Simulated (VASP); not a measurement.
Given:

```
CELL_PARAMETERS angstrom
      0.00000     2.92139     2.92139
      2.92139     0.00000     2.92139
      2.92139     2.92139     0.00000
ATOMIC_POSITIONS crystal
  Fe 0.00000 0.00000 0.00000
  Al 0.25000 0.25000 0.25000
```
Starting moments (μB, in the order of the record's atoms Fe Al): 4.0 0.0.

Calculation: PBEsol GGA, VASP's PBE PAW potentials (set 64) (plane waves; VASP). Run with 400 eV cut-off, 10×10×10 Γ-centred mesh, first-order Methfessel-Paxton smearing of 0.10 eV, potentials Fe Al.

Energy and stress use the plane-wave basis of the starting cell.

Question: The ions, cell shape and volume are relaxed. What does this cell relax into?

Answer: 
```
CELL_PARAMETERS angstrom
      0.00000     2.74214     2.74214
      2.74214     0.00000     2.74214
      2.74214     2.74214     0.00000
ATOMIC_POSITIONS crystal
  Fe 0.00000 0.00000 0.00000
  Al 0.25000 0.25000 0.25000
```
Space group F-43m (216), at a tolerance of 0.03 Å. The cell ends with 2.11 μB, on the sites 2.27 -0.09 μB.

Question: How do energy and volume change from the first to the last step?

Answer: The energy (σ→0) changes by -105.1 meV/atom and the volume by -17.3 %, in 4 ionic steps.

```csv
step,E(σ→0) (eV),max force (eV/Å),pressure (GPa),volume (Å³)
1,-10.0682,0.000,-6.60,49.87
2,-10.2684,0.000,-1.94,42.81
3,-10.2784,0.000,0.23,41.06
4,-10.2785,0.000,-0.05,41.24
```

The structure was generated: FeAl was put into the zinc blende type (F-43m), which need not be its known phase. This run relaxes it. Symmetry was kept, so distortions that lower it aren't found.
